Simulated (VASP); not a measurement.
All values below come from PBE GGA, VASP's PBE PAW potentials (set 64) (plane waves; VASP).

VASP input:

File POSCAR:
```
SrO
1.0
  0.0000000000   2.5800000000   2.5800000000
  2.5800000000   0.0000000000   2.5800000000
  2.5800000000   2.5800000000   0.0000000000
Sr O
1 1
Cart
  0.0000000000   0.0000000000   0.0000000000
  2.5800000000   2.5800000000   2.5800000000
```

KPOINTS:
```
kpoints
0
gamma
 8 8 8
```

### INCAR
```
SYSTEM = SrO
PREC = Accurate; ENCUT = 530; LREAL = .False.
LASPH = .True.
EDIFF = 1E-6; NELM = 100; ALGO = Normal
LMAXMIX = 4
ISMEAR = 0; SIGMA = 0.05
GGA = PE
IBRION = 2; NSW = 60; ISIF = 3
EDIFFG = -0.01
LWAVE = .False.; LCHARG = .False.
```

POTCAR, in this order: Sr_sv O (PBE.64 set). Program: vasp_std.

What VASP printed:

### OSZICAR
```
       N       E                     dE             d eps       ncg     rms          rms(c)
DAV:   1     0.774264343816E+02    0.77426E+02   -0.88558E+03   696   0.133E+03
DAV:   2    -0.108545706128E+02   -0.88281E+02   -0.81737E+02   956   0.255E+02
DAV:   3    -0.141529185768E+02   -0.32983E+01   -0.32771E+01   896   0.478E+01
DAV:   4    -0.142477865157E+02   -0.94868E-01   -0.94827E-01   972   0.703E+00
DAV:   5    -0.142491255470E+02   -0.13390E-02   -0.13390E-02   912   0.677E-01    0.165E+01
DAV:   6    -0.121660742816E+02    0.20831E+01   -0.10508E+01   804   0.243E+01    0.198E+01
DAV:   7    -0.120542685847E+02    0.11181E+00   -0.59330E-01   876   0.685E+00    0.113E+01
DAV:   8    -0.120465735108E+02    0.76951E-02   -0.13655E-01   748   0.413E+00    0.809E-01
DAV:   9    -0.120472414458E+02   -0.66793E-03   -0.13246E-02   968   0.971E-01    0.216E-01
DAV:  10    -0.120479273252E+02   -0.68588E-03   -0.11116E-03   728   0.340E-01    0.500E-02
DAV:  11    -0.120480392721E+02   -0.11195E-03   -0.18119E-04   844   0.118E-01    0.426E-02
DAV:  12    -0.120480556164E+02   -0.16344E-04   -0.26455E-05   732   0.509E-02    0.256E-02
DAV:  13    -0.120480542446E+02    0.13718E-05   -0.32407E-06   884   0.216E-02    0.255E-03
DAV:  14    -0.120480540179E+02    0.22673E-06   -0.35873E-07   416   0.616E-03
   1 F= -.12048054E+02 E0= -.12048054E+02  d E =-.120481E+02
       N       E                     dE             d eps       ncg     rms          rms(c)
DAV:   1    -0.121964606849E+02   -0.14841E+00   -0.31076E+00   792   0.168E+01    0.336E+00
DAV:   2    -0.120824519483E+02    0.11401E+00   -0.55721E-01   776   0.637E+00    0.108E+00
DAV:   3    -0.120567643582E+02    0.25688E-01   -0.55403E-02   892   0.261E+00    0.113E+00
DAV:   4    -0.120518447868E+02    0.49196E-02   -0.32063E-02  1060   0.133E+00    0.905E-01
DAV:   5    -0.120532237671E+02   -0.13790E-02   -0.13978E-03   972   0.338E-01    0.359E-01
DAV:   6    -0.120536328657E+02   -0.40910E-03   -0.32100E-03  1116   0.363E-01    0.295E-02
DAV:   7    -0.120536305727E+02    0.22930E-05   -0.18562E-05   752   0.458E-02    0.127E-02
DAV:   8    -0.120536301451E+02    0.42763E-06   -0.37574E-06  1076   0.145E-02
   2 F= -.12053630E+02 E0= -.12053630E+02  d E =-.557613E-02
       N       E                     dE             d eps       ncg     rms          rms(c)
DAV:   1    -0.120661211243E+02   -0.12491E-01   -0.24985E-01   800   0.478E+00    0.102E+00
DAV:   2    -0.120567840823E+02    0.93370E-02   -0.43644E-02   760   0.177E+00    0.302E-01
DAV:   3    -0.120547715481E+02    0.20125E-02   -0.45887E-03   872   0.734E-01    0.245E-01
DAV:   4    -0.120544264416E+02    0.34511E-03   -0.29860E-03  1056   0.406E-01    0.207E-01
DAV:   5    -0.120545567536E+02   -0.13031E-03   -0.10966E-04   816   0.114E-01    0.503E-02
DAV:   6    -0.120545871241E+02   -0.30371E-04   -0.17560E-04  1128   0.927E-02    0.243E-02
DAV:   7    -0.120545917742E+02   -0.46501E-05   -0.42169E-06  1076   0.184E-02    0.528E-03
DAV:   8    -0.120545919251E+02   -0.15085E-06   -0.31009E-07   392   0.615E-03
   3 F= -.12054592E+02 E0= -.12054592E+02  d E =-.653791E-02
```

File OUTCAR:
```
------------------------ aborting loop because EDIFF is reached ----------------------------------------
  FORCE on cell =-STRESS in cart. coord.  units (eV):
  Direction    XX          YY          ZZ          XY          YZ          ZX
  --------------------------------------------------------------------------------------
  Total        0.0009389      0.0009389      0.0009389     -0.0000000      0.0000000     -0.0000000
  in kB        0.0426669      0.0426669      0.0426669     -0.0000000      0.0000000     -0.0000000
  external PRESSURE =       0.0426669 kB  Pullay stress =       0.0000000 kB
  volume of cell :       35.26
      direct lattice vectors                 reciprocal lattice vectors
    -0.000000000  2.602584249  2.602584249    -0.192116739  0.192116739  0.192116739
     2.602584249  0.000000000  2.602584249     0.192116739 -0.192116739  0.192116739
     2.602584249  2.602584249  0.000000000     0.192116739  0.192116739 -0.192116739
  FREE ENERGIE OF THE ION-ELECTRON SYSTEM (eV)
  ---------------------------------------------------
  free  energy   TOTEN  =       -12.0545919251 eV

  energy  without entropy=      -12.0545919251  energy(sigma->0) =      -12.05459193

 reached required accuracy - stopping structural energy minimisation
```
(Selected blocks of OUTCAR.)

File CONTCAR:
```
SrO
   1.00000000000000
    -0.0000000000000000    2.6025842494918505    2.6025842494918505
     2.6025842494918505    0.0000000000000000    2.6025842494918505
     2.6025842494918505    2.6025842494918505    0.0000000000000000
  Sr              O
     1     1
Direct
     0.0000000000000000    0.0000000000000000    0.0000000000000000
     0.5000000000000000    0.5000000000000000    0.5000000000000000
```

Energy and stress use the plane-wave basis of the starting cell.

The compound is SrO in the rock salt structure. This run relaxes it. Symmetry was kept, so distortions that lower it aren't found.
